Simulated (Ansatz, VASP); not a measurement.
**PtC: VASP beside Ansatz**

Aim: how closely do two programs agree when they are given the same cell, functional and k mesh? The cell is generated by rule, not measured, and may not be a known phase. The cell is taken from a series of runs on this material, whose earlier steps may have relaxed, scaled, displaced or heated it; both programs get it as it stands.

Method: plane waves, with VASP 6.6.1 beside it; zone-centre phonons at PBEsol, in Ansatz 0.2.0.

The structure was built from a prototype and need not be the compound's stable phase.

### 1. The structure

The structure is hexagonal, space group P6_3mc (No. 186). The conventional cell has a = 3.023 Å, b = 3.023 Å, c = 5.736 Å, α = 90.00°, β = 90.00°, γ = 120.00°. Nearest to Pt lie 3 C at 2.04 Å. C has 3 Pt at 2.04 Å nearest. Farther neighbours are not listed.

### 2. VASP: zone-centre phonons, PBEsol

Second derivatives magnify differences that forces hide, and they need a tight electronic threshold.

Lines of VASP's logs that name or quote its potential files are left out, and so is its time.

Input file INCAR:

```
SYSTEM = PtC
PREC = Accurate
ENCUT = 600
EDIFF = 1E-08
NELM = 120
ISMEAR = 1
SIGMA = 0.15
LREAL = .FALSE.
ALGO = Normal
GGA = PS
NBANDS = 20
LASPH = .TRUE.
LORBIT = 11
LWAVE = .FALSE.
LCHARG = .FALSE.
ISIF = 2
IBRION = 8
GGA_COMPAT = .FALSE.
KPAR = 2
```

Input file POSCAR:

```
PtC
1.0
    3.0228116227     -0.0000029934      0.0000000000
   -1.5114032190      2.6178331528      0.0000000000
    0.0000000000      0.0000000000      5.7362507132
Pt C
2 2
Direct
    0.0000000000      0.0000000000      0.0135559810
    0.0000000000      0.0000000000      0.5135559810
    0.3333333333      0.6666666667      0.1966389930
    0.6666666667      0.3333333333      0.6966389930
```

Input file KPOINTS:

```
Automatic mesh
0
Gamma
15 15 8
0 0 0
```

The projector-augmented-wave data sets are Pt and C (PBE family, release 64).

Run with:

```bash
$ mpirun -np 2 vasp_std
```

Numbers of over 12 decimals in the logs are rounded to 6 here.

Output:

```text
[banner, memory and clock lines left out]
running    2 mpi-ranks, on    1 nodes
 distrk:  each k-point on    1 cores,    2 groups
 distr:  one band on    1 cores,    1 groups

 POSCAR found type information on POSCAR PtC
 POSCAR found :  2 types and       4 ions
|                                                                             |
|               ----> ADVICE to this user running VASP <----                  |
|                                                                             |
|     You enforced a specific xc type in the INCAR file but a different       |
|     [... a line on the potential file left out ...]
|     I HOPE YOU KNOW WHAT YOU ARE DOING!                                     |
|                                                                             |

 LDA part: xc-table for (Slater+PW92), standard interpolation
 POSCAR, INCAR and KPOINTS ok, starting setup
 FFT: planning ... GRIDC
 FFT: planning ... GRID_SOFT
 FFT: planning ... GRID
 WAVECAR not read
 entering main loop
       N       E                     dE             d eps       ncg     rms          rms(c)
DAV:   1     0.159655870125E+03    0.15966E+03   -0.15581E+04  5400   0.149E+03
DAV:   2    -0.241290455604E+02   -0.18378E+03   -0.17527E+03  6116   0.300E+02
DAV:   3    -0.324655059644E+02   -0.83365E+01   -0.81474E+01  6332   0.609E+01
DAV:   4    -0.325803076919E+02   -0.11480E+00   -0.11463E+00  5976   0.777E+00
DAV:   5    -0.325816773850E+02   -0.13697E-02   -0.13695E-02  6344   0.796E-01    0.324E+01
DAV:   6    -0.291420126486E+02    0.34397E+01   -0.17128E+01  6120   0.365E+01    0.145E+01
DAV:   7    -0.287271320611E+02    0.41488E+00   -0.30502E+00  5768   0.158E+01    0.880E+00
DAV:   8    -0.286529615636E+02    0.74170E-01   -0.21325E-01  5892   0.358E+00    0.131E+00
DAV:   9    -0.286455325614E+02    0.74290E-02   -0.21830E-02  5988   0.125E+00    0.267E-01
DAV:  10    -0.286455761550E+02   -0.43594E-04   -0.41447E-03  6008   0.456E-01    0.114E-01
DAV:  11    -0.286455310489E+02    0.45106E-04   -0.21562E-04  5988   0.118E-01    0.339E-02
DAV:  12    -0.286455287413E+02    0.23075E-05   -0.18779E-05  6092   0.276E-02    0.129E-02
DAV:  13    -0.286455280810E+02    0.66033E-06   -0.36431E-06  5820   0.145E-02    0.340E-03
DAV:  14    -0.286455279790E+02    0.10202E-06   -0.25139E-07  6036   0.361E-03    0.549E-04
DAV:  15    -0.286455279783E+02    0.70690E-09   -0.19962E-08  3800   0.938E-04
   1 F= -.28645528E+02 E0= -.28646228E+02  d E =0.209894E-02
 Linear response reoptimize wavefunctions to high precision
DAV:   1    -0.286455279814E+02   -0.31678E-08   -0.34645E-09  3792   0.403E-04
DAV:   2    -0.286455279815E+02   -0.17280E-10   -0.30163E-10  2880   0.125E-04
 Linear response DOF=           4
 Linear response progress:
  Degree of freedom:   1/  4
       N       E                     dE             d eps       ncg     rms          rms(c)
RMM:   1    -0.243637120736E+00   -0.24364E+00   -0.25612E-01 63042   0.321E+00
RMM:   2    -0.235712584700E+00    0.79245E-02   -0.67383E-03 54198   0.506E-01    0.243E-01
RMM:   3    -0.235298116702E+00    0.41447E-03   -0.39831E-04 57240   0.120E-01    0.142E-01
RMM:   4    -0.235553437063E+00   -0.25532E-03   -0.63694E-04 57427   0.135E-01    0.230E-02
RMM:   5    -0.235544587976E+00    0.88491E-05   -0.52709E-05 57326   0.456E-02    0.749E-03
RMM:   6    -0.235554596813E+00   -0.10009E-04   -0.56710E-06 58728   0.139E-02    0.185E-03
RMM:   7    -0.235534051581E+00    0.20545E-04    0.11950E-06 60665   0.240E-03    0.572E-04
RMM:   8    -0.235533548348E+00    0.50323E-06   -0.21425E-07 59818   0.924E-04    0.175E-04
RMM:   9    -0.235532027632E+00    0.15207E-05    0.92700E-07 61884   0.339E-04    0.400E-05
RMM:  10    -0.235531774025E+00    0.25361E-06    0.88257E-08 60822   0.786E-05    0.184E-05
RMM:  11    -0.235531908715E+00   -0.13469E-06    0.26984E-08 61622   0.206E-05    0.116E-05
RMM:  12    -0.235531978863E+00   -0.70148E-07    0.11540E-08 60389   0.146E-05    0.431E-06
RMM:  13    -0.235531986213E+00   -0.73496E-08    0.10046E-08 61482   0.115E-05    0.462E-07
 first order change of Fermi-energy  -0.20104E-05
 force on displaced ion       1 direction 1 : -13.103   0.002  -0.000
 Linear response progress:
  Degree of freedom:   2/  4
       N       E                     dE             d eps       ncg     rms          rms(c)
RMM:   1    -0.296495160671E+00   -0.29650E+00   -0.29363E-01 13804   0.338E+00
RMM:   2    -0.281323926544E+00    0.15171E-01   -0.96294E-03 11566   0.597E-01    0.295E-01
RMM:   3    -0.280090744683E+00    0.12332E-02   -0.22495E-03 12103   0.271E-01    0.219E-01
RMM:   4    -0.279943370149E+00    0.14737E-03   -0.57230E-04 12318   0.142E-01    0.120E-01
RMM:   5    -0.280105552113E+00   -0.16218E-03   -0.25087E-04 12349   0.876E-02    0.338E-02
RMM:   6    -0.280142714945E+00   -0.37163E-04   -0.13318E-05 12518   0.225E-02    0.148E-02
RMM:   7    -0.280144508082E+00   -0.17931E-05   -0.25313E-05 12371   0.128E-02    0.277E-03
RMM:   8    -0.280131581568E+00    0.12927E-04   -0.19035E-06 12632   0.304E-03    0.134E-03
RMM:   9    -0.280122622741E+00    0.89588E-05    0.25933E-06 12664   0.121E-03    0.393E-04
RMM:  10    -0.280120559279E+00    0.20635E-05    0.52261E-07 12946   0.357E-04    0.151E-04
RMM:  11    -0.280119381451E+00    0.11778E-05   -0.72591E-07 12795   0.160E-04    0.250E-05
RMM:  12    -0.280119361634E+00    0.19816E-07   -0.41647E-07 13149   0.462E-05    0.962E-06
RMM:  13    -0.280119366847E+00   -0.52131E-08   -0.58938E-08 13041   0.177E-05    0.238E-06
 first order change of Fermi-energy   0.13818E+01
 force on displaced ion       1 direction 3 :   0.000  -0.000 -21.581
 Linear response progress:
  Degree of freedom:   3/  4
       N       E                     dE             d eps       ncg     rms          rms(c)
RMM:   1    -0.111238040479E+00   -0.11124E+00    0.53884E-02 79341   0.188E+00
RMM:   2    -0.107832422335E+00    0.34056E-02   -0.34313E-03 54854   0.379E-01    0.197E-01
RMM:   3    -0.108127736790E+00   -0.29531E-03   -0.24777E-04 56301   0.896E-02    0.105E-01
RMM:   4    -0.108547948385E+00   -0.42021E-03   -0.15132E-04 54621   0.670E-02    0.169E-02
RMM:   5    -0.108480711777E+00    0.67237E-04   -0.48613E-06 57748   0.135E-02    0.228E-03
RMM:   6    -0.108474975693E+00    0.57361E-05    0.83433E-08 59248   0.170E-03    0.923E-04
RMM:   7    -0.108473282235E+00    0.16935E-05    0.28537E-07 59197   0.532E-04    0.899E-05
RMM:   8    -0.108473458589E+00   -0.17635E-06    0.98692E-09 60480   0.118E-04    0.603E-05
RMM:   9    -0.108473477871E+00   -0.19282E-07    0.62010E-08 59939   0.374E-05    0.254E-05
RMM:  10    -0.108473479304E+00   -0.14330E-08    0.94111E-09 60217   0.156E-05    0.463E-06
 first order change of Fermi-energy  -0.20671E-05
 force on displaced ion       3 direction 1 : -13.017  -0.000   0.000
 Linear response progress:
  Degree of freedom:   4/  4
       N       E                     dE             d eps       ncg     rms          rms(c)
RMM:   1    -0.127982121542E+00   -0.12798E+00    0.73948E-02 17416   0.194E+00
RMM:   2    -0.123658022076E+00    0.43241E-02   -0.37291E-03 11819   0.390E-01    0.342E-01
RMM:   3    -0.123741763616E+00   -0.83742E-04   -0.54677E-04 12148   0.152E-01    0.219E-01
RMM:   4    -0.123894831396E+00   -0.15307E-03   -0.29939E-04 12241   0.920E-02    0.108E-01
RMM:   5    -0.124064481012E+00   -0.16965E-03   -0.31873E-05 11900   0.462E-02    0.131E-02
RMM:   6    -0.124040586180E+00    0.23895E-04   -0.77031E-07 12392   0.120E-02    0.592E-03
RMM:   7    -0.124016450668E+00    0.24136E-04   -0.36581E-06 12072   0.565E-03    0.123E-03
RMM:   8    -0.124014855568E+00    0.15951E-05    0.89925E-07 12603   0.120E-03    0.462E-04
RMM:   9    -0.124013892906E+00    0.96266E-06   -0.28438E-07 12539   0.298E-04    0.208E-04
RMM:  10    -0.124013537348E+00    0.35556E-06   -0.72734E-07 12924   0.105E-04    0.717E-05
RMM:  11    -0.124013644131E+00   -0.10678E-06   -0.10613E-07 12589   0.649E-05    0.118E-05
RMM:  12    -0.124013660515E+00   -0.16384E-07   -0.92731E-08 12899   0.210E-05    0.503E-06
RMM:  13    -0.124013667601E+00   -0.70854E-08   -0.12217E-08 12584   0.861E-06    0.131E-06
 first order change of Fermi-energy  -0.13821E+01
 force on displaced ion       3 direction 3 :  -0.000  -0.000 -14.277
 Linear response finished
```

OUTCAR, selected parts (step 2):

```text
ion  position               nearest neighbor table
   1  0.000  0.000  0.014-   3 2.04   3 2.04   3 2.04   4 2.52   4 2.52   4 2.52   2 2.87   2 2.87

  LATTYP: Found a hexagonal cell.
 ALAT       =     3.0228116227
 C/A-ratio  =     1.8976540483

 Subroutine GETGRP returns: Found 12 space group operations
 (whereof  6 operations were pure point group operations)

The static configuration has the point symmetry C_3v.
 The point group associated with its full space group is C_6v.

 Found    135 irreducible k-points:

   k-points           NKPTS =    135   k-points in BZ     NKDIM =    135   number of bands    NBANDS=     20

   dimension x,y,z NGX =    24 NGY =   24 NGZ =   48
   dimension x,y,z NGXF=    48 NGYF=   48 NGZF=   96

   ENCUT  =  600.0 eV  44.10 Ry    6.64 a.u.   6.04  6.04 11.46*2*pi/ulx,y,z

   NELECT =      28.0000    total number of electrons

 k-points in reciprocal lattice and weights: Automatic mesh
   0.00000000  0.00000000  0.00000000       0.001
   0.06666667  0.00000000  0.00000000       0.003
   0.13333333  0.00000000  0.00000000       0.003
   0.20000000  0.00000000  0.00000000       0.003
   0.26666667  0.00000000  0.00000000       0.003
   0.33333333  0.00000000  0.00000000       0.003
   0.40000000  0.00000000  0.00000000       0.003
   0.46666667 -0.00000000  0.00000000       0.003
   0.06666667  0.06666667  0.00000000       0.003
[...]
0.33333333  0.26666667  0.50000000       0.007
   0.33333333  0.33333333  0.50000000       0.001

 average (electrostatic) potential at core
       1 -64.7883       2 -64.7883       3 -45.9548       4 -45.9548

  Total        0.1209851      0.1209851      0.0869519     -0.0000000     -0.0000000      0.0000000
  in kB        4.2703321      4.2703321      3.0690847     -0.0000000     -0.0000000      0.0000000
  external PRESSURE =       3.8699163 kB  Pullay stress =       0.0000000 kB

  energy-cutoff  :      600.00
  volume of cell :       45.39
      direct lattice vectors                 reciprocal lattice vectors
     3.022811623 -0.000002993  0.000000000     0.330818025  0.190997439  0.000000000
    -1.511403219  2.617833153  0.000000000     0.000000378  0.381995533  0.000000000
     0.000000000  0.000000000  5.736250713     0.000000000  0.000000000  0.174329898

 POSITION                                       TOTAL-FORCE (eV/Angst)
 -----------------------------------------------------------------------------------
      0.00000      0.00000      0.07776        -0.000000     -0.000000     -0.063831
      0.00000      0.00000      2.94589         0.000000      0.000000     -0.063831
      0.00000      1.74522      1.12797         0.000000      0.000000      0.063831
      1.51141      0.87261      3.99610         0.000000      0.000000      0.063831
 -----------------------------------------------------------------------------------
    total drift:                               -0.000000     -0.000000     -0.000042

 Eigenvectors and eigenvalues of the dynamical matrix
 ----------------------------------------------------

   1 f  =   18.282337 THz   114.871313 2PiTHz  609.833129 cm-1    75.609638 meV
             X         Y         Z           dx          dy          dz
      0.000000  0.000000  0.077761    -0.000000   -0.000000    0.135543
      0.000000  0.000000  2.945886    -0.000000   -0.000000   -0.135543
      0.000002  1.745221  1.127971     0.000000    0.000000   -0.693994
      1.511407  0.872609  3.996096     0.000000    0.000000    0.693994

   2 f  =   17.494565 THz   109.921595 2PiTHz  583.555883 cm-1    72.351676 meV
             X         Y         Z           dx          dy          dz
      0.000000  0.000000  0.077761     0.160711   -0.056350    0.000000
      0.000000  0.000000  2.945886     0.160711   -0.056350    0.000000
      0.000002  1.745221  1.127971    -0.647636    0.227078   -0.000000
      1.511407  0.872609  3.996096    -0.647636    0.227078   -0.000000

   3 f  =   17.494565 THz   109.921595 2PiTHz  583.555883 cm-1    72.351676 meV
             X         Y         Z           dx          dy          dz
      0.000000  0.000000  0.077761     0.056350    0.160711    0.000000
      0.000000  0.000000  2.945886     0.056350    0.160711   -0.000000
      0.000002  1.745221  1.127971    -0.227078   -0.647636    0.000000
      1.511407  0.872609  3.996096    -0.227078   -0.647636    0.000000

   4 f  =   16.551689 THz   103.997330 2PiTHz  552.104920 cm-1    68.452255 meV
             X         Y         Z           dx          dy          dz
      0.000000  0.000000  0.077761     0.000000    0.000000    0.170293
      0.000000  0.000000  2.945886    -0.000000   -0.000000    0.170293
      0.000002  1.745221  1.127971    -0.000000   -0.000000   -0.686295
      1.511407  0.872609  3.996096     0.000000    0.000000   -0.686295

   5 f  =   16.057594 THz   100.892838 2PiTHz  535.623677 cm-1    66.408842 meV
             X         Y         Z           dx          dy          dz
      0.000000  0.000000  0.077761    -0.168007    0.058909    0.000000
      0.000000  0.000000  2.945886     0.168007   -0.058909   -0.000000
      0.000002  1.745221  1.127971     0.645780   -0.226433    0.000000
      1.511407  0.872609  3.996096    -0.645780    0.226433    0.000000

   6 f  =   16.057594 THz   100.892838 2PiTHz  535.623677 cm-1    66.408842 meV
             X         Y         Z           dx          dy          dz
      0.000000  0.000000  0.077761    -0.058909   -0.168007    0.000000
      0.000000  0.000000  2.945886     0.058909    0.168007    0.000000
      0.000002  1.745221  1.127971     0.226433    0.645780   -0.000000
      1.511407  0.872609  3.996096    -0.226433   -0.645780   -0.000000

   7 f  =    5.185779 THz    32.583209 2PiTHz  172.978962 cm-1    21.446648 meV
             X         Y         Z           dx          dy          dz
      0.000000  0.000000  0.077761     0.000000    0.000000   -0.693994
      0.000000  0.000000  2.945886    -0.000000    0.000000    0.693994
      0.000002  1.745221  1.127971    -0.000000    0.000000   -0.135543
      1.511407  0.872609  3.996096    -0.000000   -0.000000    0.135543

   8 f/i=    0.000024 THz     0.000149 2PiTHz    0.000790 cm-1     0.000098 meV
             X         Y         Z           dx          dy          dz
      0.000000  0.000000  0.077761     0.000000    0.000000    0.686295
      0.000000  0.000000  2.945886     0.000000    0.000000    0.686295
      0.000002  1.745221  1.127971     0.000000    0.000000    0.170293
      1.511407  0.872609  3.996096     0.000000    0.000000    0.170293

   9 f/i=    0.000303 THz     0.001901 2PiTHz    0.010093 cm-1     0.001251 meV
             X         Y         Z           dx          dy          dz
      0.000000  0.000000  0.077761    -0.477898    0.492555   -0.000000
      0.000000  0.000000  2.945886    -0.477898    0.492555   -0.000000
      0.000002  1.745221  1.127971    -0.118591    0.122228   -0.000000
      1.511407  0.872609  3.996096    -0.118591    0.122228   -0.000000

  10 f/i=    0.000303 THz     0.001901 2PiTHz    0.010093 cm-1     0.001251 meV
             X         Y         Z           dx          dy          dz
      0.000000  0.000000  0.077761    -0.492555   -0.477898    0.000000
      0.000000  0.000000  2.945886    -0.492555   -0.477898    0.000000
      0.000002  1.745221  1.127971    -0.122228   -0.118591    0.000000
      1.511407  0.872609  3.996096    -0.122228   -0.118591    0.000000

  11 f/i=    1.163961 THz     7.313383 2PiTHz   38.825560 cm-1     4.813754 meV
             X         Y         Z           dx          dy          dz
      0.000000  0.000000  0.077761     0.226703    0.645685    0.000000
      0.000000  0.000000  2.945886    -0.226703   -0.645685    0.000000
      0.000002  1.745221  1.127971     0.058979    0.167982    0.000000
      1.511407  0.872609  3.996096    -0.058979   -0.167982    0.000000

  12 f/i=    1.163961 THz     7.313383 2PiTHz   38.825560 cm-1     4.813754 meV
             X         Y         Z           dx          dy          dz
      0.000000  0.000000  0.077761    -0.645685    0.226703   -0.000000
      0.000000  0.000000  2.945886     0.645685   -0.226703   -0.000000
      0.000002  1.745221  1.127971    -0.167982    0.058979   -0.000000
      1.511407  0.872609  3.996096     0.167982   -0.058979   -0.000000

 ELASTIC MODULI CONTR FROM IONIC RELAXATION (kBar)
 Direction    XX          YY          ZZ          XY          YZ          ZX
 --------------------------------------------------------------------------------
 XX        -884.6976   -429.3558   -812.0474      0.0000     -0.0000     -0.0000
 YY        -429.3558   -884.6976   -812.0474      0.0000      0.0000     -0.0000
 ZZ        -812.0474   -812.0474  -1003.6442      0.0000     -0.0000     -0.0000
 XY           0.0000      0.0000      0.0000   -227.6709     -0.0000      0.0000
 YZ          -0.0000      0.0000     -0.0000     -0.0000   -492.7605      0.0000
 ZX           0.0000     -0.0000     -0.0000      0.0000      0.0000   -794.4899
 --------------------------------------------------------------------------------
```

(Part 1 of 2 ends here.)

[Lines on the potential files, build, host, timing and source positions are cut from VASP's logs without a mark.]

[Logs are printed without paths, hosts, clocks, repeated set-up lines and the standing remarks that a program may print on its own settings, such as how far it seeks lower states.]

[Hosts, paths, dates, database ids (printed as entryN), source tags and the programs' standing remarks are cut or masked in the printed files.]
